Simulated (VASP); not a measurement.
Method: LDA (Ceperley-Alder, Perdew-Zunger), VASP's LDA PAW potentials (set 64) (plane waves; VASP 6.6.1). Each cell was relaxed at this level, without spin-orbit coupling.

Question: Which of these comes out without a gap?
A. RuAl, Pm-3m (221)
B. SiC, F-43m (216)
C. SrCl2, Fm-3m (225)
D. InP, F-43m (216)

Answer: A, RuAl, Pm-3m (221). The others have gaps of 0.60 eV (InP, F-43m (216)), 5.10 eV (SrCl2, Fm-3m (225)), 1.29 eV (SiC, F-43m (216)).
